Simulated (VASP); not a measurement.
Here is the system:

```yaml
crystal:
  lattice:
    - [0.00000, 3.33540, 3.33540]
    - [3.33540, 0.00000, 3.33540]
    - [3.33540, 3.33540, 0.00000]
  atoms:
    - { symbol: Na, position: [0.25000, 0.25000, 0.25000] }
    - { symbol: Na, position: [0.75000, 0.75000, 0.75000] }
    - { symbol: S, position: [0.00000, 0.00000, 0.00000] }
```

Calculation: PBE GGA, VASP's PBE PAW potentials (set 64) (plane waves; VASP). Numerical set-up: 400 eV cut-off, 5×5×5 Γ-centred mesh, tetrahedra, potentials Na_pv S.

### Question
Give the stress tensor in GPa (positive for a compressed cell).

### Answer

```
-1.34   0.00   0.00
 0.00  -1.34   0.00
 0.00   0.00  -1.34
```
The pressure is its mean diagonal, -1.34 GPa.

The compound is Na2S in the antifluorite structure. The cell was not relaxed at this level. The run is one of a series of settings (ISMEAR = -4, SIGMA removed against the base run), some of them coarse on purpose.
